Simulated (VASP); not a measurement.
Wanted: the native input for a VASP 6.6.1 run.

```yaml
Task: relaxation of cell and atoms
Functional: PBE
Potentials_or_basis: VASP PAW PBE potentials, release 64 (Be, Se, O)
Cutoff: 520 eV
k_mesh: 5 × 5 × 5
Occupations: gaussian, width 0.15 eV
Spin: no spin polarisation
Further_INCAR_settings: PREC = Normal; ALGO = Fast; EDIFF = 0.0001; IBRION = 2; EDIFFG = -0.08; NSW = 24; ISIF = 3
```

The structure of Be3Se2O lies in POSCAR:

```
Be3Se2O
1.0
   -1.7000000000      5.1000000000      2.4050000000
    1.7000000000     -5.1000000000      2.4050000000
    1.7000000000      5.1000000000     -2.4050000000
Be Se O
3 2 1
Direct
    0.4167000000      0.2500000000      0.1667000000
    0.0833000000      0.2500000000      0.8333000000
    0.7500000000      0.2500000000      0.5000000000
    0.3333000000      0.0000000000      0.3333000000
    0.6667000000      0.0000000000      0.6667000000
    0.0000000000      0.0000000000      0.0000000000
```

The cell was built by a generator and needn't be a form met in nature.

One way to write it, as run:

INCAR

```
SYSTEM = Be3Se2O
PREC = Normal
ENCUT = 520
EDIFF = 1E-4
ISMEAR = 0
SIGMA = 0.15
LREAL = .FALSE.
LASPH = .TRUE.
NELM = 60
ALGO = Fast
ISIF = 3
LWAVE = .FALSE.
LCHARG = .FALSE.
GGA = PE
IBRION = 2
NSW = 24
EDIFFG = -0.08
```

KPOINTS

```
Automatic mesh
0
G
  5 5 5
  0 0 0
```

Potentials or basis: VASP PAW PBE potentials, release 64 (Be, Se, O).

The run is started by

```console
$ cat potpaw_PBE.64/Be/POTCAR potpaw_PBE.64/Se/POTCAR potpaw_PBE.64/O/POTCAR > POTCAR
$ mpirun -np 1 vasp_std > vasp.out
```

It gave:

| Quantity | Value |
| --- | --- |
| Relaxed volume | 13.41 Å³/atom |
| Relaxed cell | a = 5.835 Å, b = 5.835 Å, c = 5.835 Å, α = 146.03°, β = 59.22°, γ = 133.02° |
| Space group after relaxing (to 0.05 Å) | Imm2 (No. 44) |
| Energy gained by relaxing | 353.1 meV/atom |
| Ionic steps | 8 |
| Pressure after relaxing | 0.1 GPa |
| Largest force after relaxing | 0.079 eV/Å |
| Band gap on the k mesh | 1.71 eV, direct |

Caveat: the k mesh is coarse (spacing up to 0.45 Å⁻¹), so the values aren't converged; an odd mesh through Γ misses points on the zone boundary, where band edges often lie; the relaxation stopped at a loose force limit of 0.08 eV/Å, so its end isn't a converged minimum.

It took 2.3 min on 1 thread of Intel(R) Xeon(R) Platinum 8259CL CPU @ 2.50GHz (Skylake/Cascade Lake), with other jobs on the host, peak memory 0.24 GiB.
